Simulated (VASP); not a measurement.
# NiGe2O3 (P-3m1) in VASP: relaxation of cell and atoms with PBE

Aim: the relaxation of cell and atoms of NiGe2O3 with PBE.

All numbers are computed with VASP 6.6.1; they aren't measurements. Logs are shortened: lines on timing, memory, paths and dates and some standing lists are left out, and cuts for length are marked.

## Step 1: The crystal as given

Symmetry: P-3m1, No. 164, trigonal system. The conventional cell has a = 3.330 Å, b = 3.330 Å, c = 8.086 Å, α = 90.00°, β = 90.00°, γ = 120.00°. Ni (site symmetry -3m) has 6 O at 2.29 Å as nearest neighbours. Ge (site symmetry 3m) is surrounded by 6 O at 2.38 Å. O (site symmetry 3m) is surrounded by 3 Ni at 2.29 Å and 3 Ge at 2.38 Å. Around O (site symmetry -3m) lie 6 Ge at 2.38 Å.

The cell was built by a generator and needn't be a form met in nature.

## Step 2: Relaxation of cell and atoms, PBE, collinear spin, ferromagnetic start

Contents of INCAR:

```
PREC = Normal
ENCUT = 520
EDIFF = 1E-4
ISMEAR = 0
SIGMA = 0.15
LREAL = False
LASPH = True
NELM = 60
ALGO = Fast
ISIF = 3
LWAVE = False
LCHARG = False
ISPIN = 2
MAGMOM = 1 0 0 0 0 0
LORBIT = 11
LMAXMIX = 4
GGA = PE
IBRION = 2
NSW = 24
EDIFFG = -0.08
```

Contents of KPOINTS:

```
regular mesh
0
Gamma
  5 5 2
```

Contents of POSCAR:

```
NiGe2O3
1.0
    3.3299811800      0.0000000000      0.0000000000
   -1.6649905900      2.8838483000      0.0000000000
    0.0000000000      0.0000000000      8.0860126500
Ni Ge O
1 2 3
Direct
    0.0000000000      0.0000000000      0.0000000000
    0.3333333300      0.6666666700      0.6735060200
    0.6666666700      0.3333333300      0.3264939800
    0.3333333300      0.6666666700      0.1539180000
    0.6666666700      0.3333333300      0.8460820000
    0.0000000000      0.0000000000      0.5000000000
```

Potentials or basis: VASP PAW PBE potentials, release 64 (Ni, Ge_d, O).

Run with:

```sh
> cat potpaw_PBE.64/Ni/POTCAR potpaw_PBE.64/Ge_d/POTCAR potpaw_PBE.64/O/POTCAR > POTCAR
> mpirun -np 1 vasp_std > vasp.out
```

OUTCAR:

```text
PREC = Normal
   ENCUT = 520
   EDIFF = 1E-4
   ISMEAR = 0
   LREAL = False
   LASPH = True
   NELM = 60
   ISIF = 3
   ISPIN = 2
   LORBIT = 11
   GGA = PE
   IBRION = 2
   NSW = 24
   EDIFFG = -0.08

 ion  position               nearest neighbor table
   1  0.000  0.000  0.000-   4 2.29   5 2.29   5 2.29   4 2.29   5 2.29   4 2.29
   2  0.333  0.667  0.674-   5 2.38   5 2.38   5 2.38   6 2.38   6 2.38   6 2.38
   3  0.667  0.333  0.326-   4 2.38   4 2.38   4 2.38   6 2.38   6 2.38   6 2.38
   4  0.333  0.667  0.154-   1 2.29   1 2.29   1 2.29   3 2.38   3 2.38   3 2.38
   5  0.667  0.333  0.846-   1 2.29   1 2.29   1 2.29   2 2.38   2 2.38   2 2.38
   6  0.000  0.000  0.500-   2 2.38   3 2.38   3 2.38   2 2.38   3 2.38   2 2.38

  LATTYP: Found a hexagonal cell.
 ALAT       =     3.3299811800
 C/A-ratio  =     2.4282457506

  Lattice vectors:

 A1 = (   3.3299811800,   0.0000000000,   0.0000000000)
 A2 = (  -1.6649905900,   2.8838483000,   0.0000000000)
 A3 = (   0.0000000000,   0.0000000000,   8.0860126500)

Analysis of symmetry for initial positions (statically):
=====================================================================
 Subroutine PRICEL returns:
 Original cell was already a primitive cell.

 Routine SETGRP: Setting up the symmetry group for a
 hexagonal supercell.

 Subroutine GETGRP returns: Found 12 space group operations
 (whereof 12 operations were pure point group operations)
 out of a pool of 24 trial point group operations.

The static configuration has the point symmetry D_3d.

Analysis of symmetry for dynamics (positions and initial velocities):
=====================================================================
 Subroutine PRICEL returns:
 Original cell was already a primitive cell.

 Routine SETGRP: Setting up the symmetry group for a
 hexagonal supercell.

 Subroutine GETGRP returns: Found 12 space group operations
 (whereof 12 operations were pure point group operations)
 out of a pool of 24 trial point group operations.

The dynamic configuration has the point symmetry D_3d.

Analysis of structural, dynamic, and magnetic symmetry:
=====================================================================
 Subroutine PRICEL returns:
 Original cell was already a primitive cell.

 Routine SETGRP: Setting up the symmetry group for a
 hexagonal supercell.

 Subroutine GETGRP returns: Found 12 space group operations
 (whereof 12 operations were pure point group operations)
 out of a pool of 24 trial point group operations.

The overall configuration has the point symmetry D_3d.

 Subroutine INISYM returns: Found 12 space group operations
[... 131 lines left out ...]

 number of electron      56.0000033 magnetization       2.0001410

 Free energy of the ion-electron system (eV)
  ---------------------------------------------------
  ext. energy  EPLUGINS =         0.00000000
  ---------------------------------------------------
  free energy    TOTEN  =       -32.67021686 eV

  energy without entropy =      -32.66918047  energy(sigma->0) =      -32.66969866

------------------------ aborting loop because EDIFF is reached ----------------------------------------

  FORCE on cell =-STRESS in cart. coord.  units (eV):
  Direction    XX          YY          ZZ          XY          YZ          ZX
  --------------------------------------------------------------------------------------
  -------------------------------------------------------------------------------------
  Total       -4.0240829     -4.0240829     -4.1631181      0.0000000      0.0000000      0.0000000
  in kB      -83.0288246    -83.0288248    -85.8975351      0.0000000      0.0000000      0.0000000
  external PRESSURE =     -83.9850615 kB  Pullay stress =       0.0000000 kB
[... 101 lines left out ...]
  FREE ENERGIE OF THE ION-ELECTRON SYSTEM (eV)
  ---------------------------------------------------
  free  energy   TOTEN  =       -32.8591779426 eV

  energy  without entropy=      -32.8563438044  energy(sigma->0) =      -32.85776087

[... ionic steps 4 to 12 ...]

--------------------------------------- Ionic step       13  -------------------------------------------

 number of electron      55.9999942 magnetization       1.9995255

------------------------ aborting loop because EDIFF is reached ----------------------------------------
[... 75 lines left out ...]
--------------------------------------- Ionic step       15  -------------------------------------------

 number of electron      55.9999953 magnetization       1.9995768

 Free energy of the ion-electron system (eV)
  ---------------------------------------------------
  ext. energy  EPLUGINS =         0.00000000
  ---------------------------------------------------
  free energy    TOTEN  =       -32.96071624 eV

  energy without entropy =      -32.95937022  energy(sigma->0) =      -32.96004323

 E-fermi :   6.6879     XC(G=0): -11.6457

 val. band max:        6.5726991053   @ k =   0.0000   0.0000   0.0000
 cond. band min:       6.8965776262   @ k =   0.4000   0.2000   0.0000
 fundamental gap:      0.3238785209
 Fermi energy:         6.6879050976

 spin component 1

 k-point     1 :       0.0000    0.0000    0.0000
  band No.  band energies     occupation
      1     -18.4453      1.00000
      2     -18.4453      1.00000
      3     -18.4439      1.00000
      4     -18.4439      1.00000
      5     -18.4428      1.00000
      6     -18.4394      1.00000
[... 359 lines left out ...]
     33      10.6183      0.00000
     34      11.2959      0.00000
 Fermi energy:         6.6879050976

 spin component 2

 k-point     1 :       0.0000    0.0000    0.0000
  band No.  band energies     occupation
      1     -18.4314      1.00000
      2     -18.4314      1.00000
      3     -18.4301      1.00000
      4     -18.4301      1.00000
      5     -18.4295      1.00000
      6     -18.4262      1.00000
[... 392 lines left out ...]
  FREE ENERGIE OF THE ION-ELECTRON SYSTEM (eV)
  ---------------------------------------------------
  free  energy   TOTEN  =       -32.9607162355 eV

  energy  without entropy=      -32.9593702178  energy(sigma->0) =      -32.96004323

 reached required accuracy - stopping structural energy minimisation

 total charge

# of ion       s       p       d       tot
------------------------------------------
    1        0.313   0.338   8.215   8.866
    2        1.415   0.566  10.057  12.038
    3        1.415   0.566  10.057  12.038
    4        1.581   3.337   0.000   4.917
    5        1.581   3.337   0.000   4.917
    6        1.591   3.310   0.000   4.900
--------------------------------------------------
tot          7.894  11.453  28.330  47.677

 magnetization (x)

# of ion       s       p       d       tot
------------------------------------------
    1       -0.001   0.002   1.432   1.433
    2        0.028   0.017   0.002   0.047
    3        0.028   0.017   0.002   0.047
    4        0.010   0.159   0.000   0.168
    5        0.010   0.159   0.000   0.168
    6        0.004   0.061   0.000   0.065
--------------------------------------------------
tot          0.079   0.414   1.435   1.928
```

OSZICAR:

```text
N       E                     dE             d eps       ncg     rms          rms(c)
DAV:   1     0.600818422171E+03    0.60082E+03   -0.26612E+04  1630   0.388E+03
DAV:   2     0.850094057063E+02   -0.51581E+03   -0.50038E+03  1368   0.832E+02
[... 121 lines left out ...]
       N       E                     dE             d eps       ncg     rms          rms(c)
DAV:   1    -0.329671772155E+02   -0.60939E-02   -0.11951E-01  1760   0.439E+00    0.594E-01
RMM:   2    -0.329625456694E+02    0.46315E-02   -0.21858E-02  1543   0.132E+00    0.509E-01
RMM:   3    -0.329613922842E+02    0.11534E-02   -0.85810E-03  1631   0.726E-01    0.274E-01
RMM:   4    -0.329608586056E+02    0.53368E-03   -0.14174E-03  1575   0.314E-01    0.884E-02
RMM:   5    -0.329607427975E+02    0.11581E-03   -0.56665E-04  1315   0.159E-01    0.553E-02
RMM:   6    -0.329607162355E+02    0.26562E-04   -0.13507E-04   852   0.113E-01
  15 F= -.32960716E+02 E0= -.32960043E+02  d E =-.760873E-03  mag=     1.9996
```

Wall time 5.2 min (1 thread of AMD EPYC 7R13 (Zen 3), shared host); peak memory 0.17 GiB.

What came out:

* Free energy: -32.9607 eV
* Relaxed volume: 11.90 Å³/atom
* Relaxed cell: a = 3.248 Å, b = 3.248 Å, c = 7.817 Å, α = 90.00°, β = 90.00°, γ = 120.00°
* Space group after relaxing (to 0.05 Å): P-3m1 (No. 164)
* Energy gained by relaxing: 48.4 meV/atom
* Ionic steps: 15
* Pressure after relaxing: 1.0 GPa
* Largest force after relaxing: 0.045 eV/Å
* Band gap on the k mesh: 0.32 eV, indirect (least direct gap 0.40 eV)
* Net moment: 2.00 μB per cell
* Site moments: Ni +1.43; Ge +0.05; O +0.17, +0.07 μB
* Valence electrons inside the program's atomic spheres: Ni 8.87; Ge 12.04; O 4.92, 4.90

Forces on the atoms (eV/Å):
```
Ni   0.000  0.000  0.000
Ge   0.000  0.000 -0.045
Ge   0.000  0.000  0.045
O    0.000  0.000  0.005
O    0.000  0.000 -0.005
O    0.000  0.000  0.000
```

The path:
```
step  energy change (eV)  largest force (eV/Å)  pressure (GPa)  volume (Å³)
   1              0.0000                0.5752           -8.40        77.65
   2             -0.1854                0.6309            1.53        70.27
   3             -0.1890                0.6272            2.30        70.56
   4             -0.1929                0.6222            1.34        71.12
   5             -0.2468                0.5106            1.76        71.12
   6             -0.2826                0.3002            1.37        71.12
   7             -0.2867                0.0719           -1.59        72.53
   8             -0.2898                0.1491            0.31        71.93
   9             -0.2896                0.0992           -1.99        72.11
  10             -0.2898                0.1373            0.21        71.99
  11             -0.2898                0.1128           -0.02        72.05
  12             -0.2897                0.1083           -1.35        72.08
  13             -0.2859                0.0133            1.83        70.76
  14             -0.2909                0.1015           -0.52        71.65
  15             -0.2905                0.0454            1.01        71.40
```

Final structure:
```xyz
6
Lattice="3.2478 0.0000 0.0000 -1.6239 2.8126 0.0000 0.0000 0.0000 7.8166" Properties=species:S:1:pos:R:3 pbc="T T T"
Ni   -1.6239    2.8126    7.8166
Ge    0.0000    1.8751    5.3521
Ge    1.6239    0.9375    2.4646
O     0.0000    1.8751    1.0718
O     1.6239    0.9375    6.7448
O     0.0000    0.0000    3.9083
```

Caveat: the k mesh is coarse (spacing up to 0.44 Å⁻¹), so the values aren't converged; an odd mesh through Γ misses points on the zone boundary, where band edges often lie; a cell with one magnetic atom can't hold antiferromagnetic order, which such compounds often take; the relaxation stopped at a loose force limit of 0.08 eV/Å, so its end isn't a converged minimum.
